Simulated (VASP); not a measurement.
Input of a VASP 6.6.1 run:

Contents of INCAR:

```
  ALGO = Normal
  EDIFF = 1E-7
  EDIFFG = -0.04
  ENCUT = 600
  GGA = PE
  IBRION = 2
  ISIF = 3
  ISMEAR = 0
  LASPH = T
  LCHARG = F
  LREAL = F
  LWAVE = F
  NELM = 100
  NSW = 90
  PREC = Accurate
  SIGMA = 0.1
```

File KPOINTS:

```
k-points
0
Gamma
  4 4 4
```

The input POSCAR:

```
AlIn3Cl
1.0
    4.6081019900      0.0000000000      0.0000000000
    0.0000000000      4.6081019900      0.0000000000
    0.0000000000      0.0000000000      4.6081019900
Al In Cl
1 3 1
Direct
    0.0000000000      0.0000000000      0.0000000000
    0.5000000000      0.0000000000      0.0000000000
    0.0000000000      0.5000000000      0.0000000000
    0.0000000000      0.0000000000      0.5000000000
    0.5000000000      0.5000000000      0.5000000000
```

Potentials or basis: VASP PAW PBE potentials, release 64 (Al, In_d, Cl).

Launch:

```console
$ cat potpaw_PBE.64/Al/POTCAR potpaw_PBE.64/In_d/POTCAR potpaw_PBE.64/Cl/POTCAR > POTCAR
$ mpirun -np 1 vasp_std > vasp.out
```

What does it give for the band gap on the k mesh?

None (metal or under the smearing width).

What does it give for the relaxed volume?

31.64 Å³/atom.

Estimate the relaxed cell.

a = 5.408 Å, b = 5.408 Å, c = 5.408 Å, α = 90.00°, β = 90.00°, γ = 90.00°.

Estimate the space group after relaxing (to 0.05 Å).

Pm-3m (No. 221).

Final structure:
```xyz
5
Lattice="5.4084 0.0000 0.0000 0.0000 5.4084 0.0000 0.0000 0.0000 5.4084" Properties=species:S:1:pos:R:3 pbc="T T T"
Al    0.0000    0.0000    0.0000
In    2.7042    0.0000    0.0000
In    0.0000    2.7042    0.0000
In    0.0000    0.0000    2.7042
Cl    2.7042    2.7042    2.7042
```

Caveat: the volume moved by over 15 % at a fixed basis, so the end points are rough; an odd number of electrons without spin polarisation forces a metal; a magnetic or distorted state may lie lower.
